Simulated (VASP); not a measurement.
# Zr2BAs (P4mm) in VASP: reference runs

How does Zr2BAs come out in PBE? The cell is run as given.

All numbers are computed with VASP 6.6.1; they aren't measurements. Logs are shortened: lines on timing, memory, paths and dates and some standing lists are left out, and cuts for length are marked.

## Step 1: The structure

The structure is tetragonal, space group P4mm (No. 99). Conventional cell: a = 3.808 Å, b = 3.808 Å, c = 4.592 Å, α = 90.00°, β = 90.00°, γ = 90.00°. Around Zr (site symmetry 2mm) lie 2 As at 2.33 Å and 2 B at 2.38 Å. B (site symmetry 4mm) is surrounded by 1 As at 1.82 Å. As (site symmetry 4mm) has 1 B at 1.82 Å as nearest neighbours.

The cell was built by a generator and needn't be a form met in nature.

## Step 2: Single point, PBE

Input file INCAR:

```
PREC = Accurate
ENCUT = 520
EDIFF = 1E-7
ISMEAR = -1
SIGMA = 0.05
LREAL = F
LASPH = T
NELM = 80
ALGO = Normal
ISIF = 2
LWAVE = F
LCHARG = F
GGA = PE
NBANDS = 24
```

Input file KPOINTS:

```
Automatic mesh
0
Gamma
  7 7 6
```

Input file POSCAR:

```
Zr2BAs
1.0
    3.8079007700      0.0000000000      0.0000000000
    0.0000000000      3.8079007700      0.0000000000
    0.0000000000      0.0000000000      4.5924265400
Zr B As
2 1 1
Direct
    0.5000000000      0.0000000000      0.6735522200
    0.0000000000      0.5000000000      0.6735522200
    0.5000000000      0.5000000000      0.3614028500
    0.5000000000      0.5000000000      0.9642002100
```

Potentials or basis: VASP PAW PBE potentials, release 64 (Zr_sv, B, As).

The run is started by

```
> cat potpaw_PBE.64/Zr_sv/POTCAR potpaw_PBE.64/B/POTCAR potpaw_PBE.64/As/POTCAR > POTCAR
> mpirun -np 1 vasp_std > vasp.out
```

OUTCAR:

```text
PREC = Accurate
   ENCUT = 520
   EDIFF = 1E-7
   ISMEAR = -1
   LREAL = F
   LASPH = T
   NELM = 80
   ISIF = 2
   GGA = PE

 ion  position               nearest neighbor table
   1  0.500  0.000  0.674-   4 2.33   4 2.33   3 2.38   3 2.38   2 2.69   2 2.69   2 2.69   2 2.69

   2  0.000  0.500  0.674-   4 2.33   4 2.33   3 2.38   3 2.38   1 2.69   1 2.69   1 2.69   1 2.69

   3  0.500  0.500  0.361-   4 1.82   2 2.38   1 2.38   1 2.38   2 2.38
   4  0.500  0.500  0.964-   3 1.82   2 2.33   1 2.33   1 2.33   2 2.33

  LATTYP: Found a simple tetragonal cell.
 ALAT       =     3.8079007700
 C/A-ratio  =     1.2060257915

  Lattice vectors:

 A1 = (   3.8079007700,   0.0000000000,   0.0000000000)
 A2 = (   0.0000000000,   3.8079007700,   0.0000000000)
 A3 = (   0.0000000000,   0.0000000000,   4.5924265400)

Analysis of symmetry for initial positions (statically):
=====================================================================
 Subroutine PRICEL returns:
 Original cell was already a primitive cell.

 Routine SETGRP: Setting up the symmetry group for a
 simple tetragonal supercell.

 Subroutine GETGRP returns: Found  8 space group operations
 (whereof  8 operations were pure point group operations)
 out of a pool of 16 trial point group operations.

The static configuration has the point symmetry C_4v.

Analysis of symmetry for dynamics (positions and initial velocities):
=====================================================================
 Subroutine PRICEL returns:
 Original cell was already a primitive cell.

 Routine SETGRP: Setting up the symmetry group for a
 simple tetragonal supercell.

 Subroutine GETGRP returns: Found  8 space group operations
 (whereof  8 operations were pure point group operations)
 out of a pool of 16 trial point group operations.

The dynamic configuration has the point symmetry C_4v.

 Subroutine INISYM returns: Found  8 space group operations
 (whereof  8 operations are pure point group operations),
 and found     1 'primitive' translations

----------------------------------------------------------------------------------------

                                     Primitive cell

  volume of cell :      66.5907

[... 88 lines left out ...]
   LSORBIT =      F    spin-orbit coupling
   LASPH  =      T    aspherical Exc in radial PAW
   ENCUT  =  520.0 eV  38.22 Ry    6.18 a.u.   7.08  7.08  8.54*2*pi/ulx,y,z
   NELM   =     80;   NELMIN=  2; NELMDL= -5     # of ELM steps
   EDIFF  = 0.1E-06   stopping-criterion for ELM
   LREAL  =      F    real-space projection
   EDIFFG = 0.1E-05   stopping-criterion for IOM
   NSW    =      0    number of steps for IOM
   IBRION =     -1    ionic relax: 0-MD 1-quasi-New 2-CG
   NFREE  =      0    steps in history (QN), initial steepest desc. (CG)
   ISIF   =      2    stress and relaxation
   ISYM   =      2    0-nonsym 1-usesym 2-fastsym
   POTIM  = 0.5000    time-step for ionic-motion
   TEBEG  =    0.0;   TEEND  =   0.0 temperature during run
   PSTRESS=    0.0 pullay stress
   NELECT =      32.0000    total number of electrons
   NUPDOWN=      -1.0000    fix difference up-down
   EMIN   =  10.00;   EMAX   =-10.00  energy-range for DOS
   EFERMI =   0.00;   METHOD = LEGACY
   ISMEAR =    -1;   SIGMA  =   0.05  broadening in eV -4-tet -1-fermi 0-gaus
   EFERMI_NEDOS =   21; number of points for ismear=-14 and -15
   IALGO  =     38    algorithm
   IMIX   =      4    mixing-type and parameters
     AMIX     =   0.40;   BMIX     =  1.00
     AMIX_MAG =   1.60;   BMIX_MAG =  1.00
  volume/ion in A,a.u.               =      16.65       112.34
  Fermi-wavevector in a.u.,A,eV,Ry     =   1.282292  2.423181 22.371696  1.644273
  Thomas-Fermi vector in A             =   2.414612
   LORBIT       =      0    0 simple, 1 ext, 2 COOP (PROOUT), +10 PAW based schemes
   GGA     = PE    functional components
   LHFCALC =     F    Hartree Fock is set to
   AEXX    =    0.0000 exact exchange contribution
   IVDW    =     0    specifies the selected vdW correction
   LEPSILON=     F    determine dielectric tensor
   LRPA    =     F    only Hartree local field effects (RPA)
 non-spin polarized calculation
  energy-cutoff  :      520.00
  volume of cell :       66.59
 maximum number of plane-waves:      1816
   NGX = 15   NGY = 15   NGZ = 17

 number of electron      32.0000000 magnetization

 Free energy of the ion-electron system (eV)
  ---------------------------------------------------
  ext. energy  EPLUGINS =         0.00000000
  ---------------------------------------------------
  free energy    TOTEN  =       -22.32996552 eV

  energy without entropy =      -22.31145057  energy(sigma->0) =      -22.32070805

 E-fermi :   8.2204     XC(G=0): -10.9929

 val. band max:        8.1906922963   @ k =   0.2857   0.2857   0.3333
 cond. band min:       8.2579860159   @ k =   0.4286   0.1429   0.3333
 fundamental gap:      0.0672937196
 Fermi energy:         8.2203691909

 k-point     1 :       0.0000    0.0000    0.0000
  band No.  band energies     occupation
      1     -39.9193      2.00000
      2     -39.2345      2.00000
      3     -18.8923      2.00000
      4     -18.8923      2.00000
      5     -18.2790      2.00000
      6     -17.5118      2.00000
[... 637 lines left out ...]
     23      12.9353      0.00000
     24      14.1373      0.00000

 [... further k-points ...]

------------------------ aborting loop because EDIFF is reached ----------------------------------------

  FORCE on cell =-STRESS in cart. coord.  units (eV):
  Direction    XX          YY          ZZ          XY          YZ          ZX
  --------------------------------------------------------------------------------------
  -------------------------------------------------------------------------------------
  Total       25.7110836     25.7110836     25.4997699      0.0000000      0.0000000      0.0000000
  in kB      618.6108034    618.6108034    613.5265780      0.0000000      0.0000000      0.0000000
  external PRESSURE =     616.9160616 kB  Pullay stress =       0.0000000 kB

 VOLUME and BASIS-vectors are now :
 -----------------------------------------------------------------------------
  energy-cutoff  :      520.00
  volume of cell :       66.59
      direct lattice vectors                 reciprocal lattice vectors
     3.807900770  0.000000000  0.000000000     0.262611885  0.000000000  0.000000000
     0.000000000  3.807900770  0.000000000     0.000000000  0.262611885  0.000000000
     0.000000000  0.000000000  4.592426540     0.000000000  0.000000000  0.217749809

 POSITION                                       TOTAL-FORCE (eV/Angst)
 -----------------------------------------------------------------------------------
      1.90395      0.00000      3.09324        -0.000000     -0.000000     -5.323849
      0.00000      1.90395      3.09324         0.000000      0.000000     -5.323849
      1.90395      1.90395      1.65972        -0.000000     -0.000000      1.792794
      1.90395      1.90395      4.42802        -0.000000     -0.000000      8.854904
 -----------------------------------------------------------------------------------
    total drift:                                0.000000      0.000000     -0.000196

  FREE ENERGIE OF THE ION-ELECTRON SYSTEM (eV)
  ---------------------------------------------------
  free  energy   TOTEN  =       -22.3299655192 eV

  energy  without entropy=      -22.3114505740  energy(sigma->0) =      -22.32070805
```

OSZICAR:

```text
N       E                     dE             d eps       ncg     rms          rms(c)
DAV:   1     0.283252703035E+03    0.28325E+03   -0.16545E+04  1920   0.130E+03
DAV:   2    -0.328329067590E+01   -0.28654E+03   -0.27278E+03  2280   0.368E+02
DAV:   3    -0.242441530106E+02   -0.20961E+02   -0.20344E+02  3632   0.754E+01
DAV:   4    -0.248243967422E+02   -0.58024E+00   -0.57957E+00  2256   0.137E+01
DAV:   5    -0.248512911257E+02   -0.26894E-01   -0.26893E-01  3112   0.199E+00    0.344E+01
DAV:   6    -0.226685286040E+02    0.21828E+01   -0.87286E+00  2160   0.150E+01    0.164E+01
DAV:   7    -0.223678116576E+02    0.30072E+00   -0.13969E+00  2224   0.694E+00    0.835E+00
DAV:   8    -0.223294168255E+02    0.38395E-01   -0.26994E-01  2496   0.309E+00    0.108E+00
DAV:   9    -0.223297287159E+02   -0.31189E-03   -0.35683E-02  2680   0.109E+00    0.397E-01
DAV:  10    -0.223299374217E+02   -0.20871E-03   -0.40051E-03  2400   0.448E-01    0.102E-01
DAV:  11    -0.223299395398E+02   -0.21181E-05   -0.29978E-04  2696   0.108E-01    0.362E-02
DAV:  12    -0.223299617436E+02   -0.22204E-04   -0.35437E-05  2696   0.385E-02    0.990E-03
DAV:  13    -0.223299650400E+02   -0.32963E-05   -0.52378E-06  2400   0.122E-02    0.466E-03
DAV:  14    -0.223299652436E+02   -0.20364E-06   -0.17837E-06  1984   0.687E-03    0.223E-03
DAV:  15    -0.223299655062E+02   -0.26258E-06   -0.76822E-08  1648   0.236E-03    0.510E-04
DAV:  16    -0.223299655192E+02   -0.12968E-07   -0.19856E-08  1472   0.922E-04
   1 F= -.22329966E+02 E0= -.22320708E+02  d E =-.185149E-01
```

stdout:

```text
POSCAR found type information on POSCAR ZrB As
 POSCAR found :  3 types and       4 ions
 scaLAPACK will be used
 LDA part: xc-table for (Slater+PW92), standard interpolation
 POSCAR, INCAR and KPOINTS ok, starting setup
 FFT: planning ... GRIDC
 FFT: planning ... GRID_SOFT
 FFT: planning ... GRID
 WAVECAR not read
 entering main loop
```

It took 46 s on 1 thread of Intel Xeon Platinum 8488C (Sapphire Rapids), shared host; peak memory 0.2 GiB.

What came out:

```yaml
Free_energy: -22.3300 eV
Pressure: 61.7 GPa
Largest_force: 8.855 eV/Å
Band_gap_on_the_k_mesh: none (metal or under the smearing width)
```

Forces in eV/Å, atoms in the order of the input:
```
Zr   0.000  0.000 -5.324
Zr   0.000  0.000 -5.324
B    0.000  0.000  1.793
As   0.000  0.000  8.855
```

Caveat: a pressure of tens of GPa on the cell as given is suspect, and the run, the potentials or the cell itself is likely at fault; forces of over 1 eV/Å show positions far from the minimum, so gaps and moduli don't describe the material at rest.
